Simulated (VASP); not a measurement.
Data:

```
CELL_PARAMETERS angstrom
      0.00000     2.44805     2.44805
      2.44805     0.00000     2.44805
      2.44805     2.44805     0.00000
ATOMIC_POSITIONS crystal
  Gd 0.00000 0.00000 0.00000
  N  0.50000 0.50000 0.50000
```

These are SCAN meta-GGA, VASP's PBE PAW potentials (set 64) (plane waves; VASP 6.6.1) values and carry that method's errors. Settings: 520 eV cut-off, 9×9×9 Γ-centred mesh, Gaussian smearing of 0.050 eV, potentials Gd_3 N.

The 4f electrons are frozen in the core of the lanthanide potential, so 4f levels, which can set the real gap, and their magnetism are missing.

Give the stress tensor in GPa (positive for a compressed cell).

```
5.52  0.00  0.00
0.00  5.52  0.00
0.00  0.00  5.52
```
The pressure is its mean diagonal, 5.52 GPa.

The compound is GdN in the rock salt structure. This cell is one point of a volume scan, at 0.97 of the reference volume.
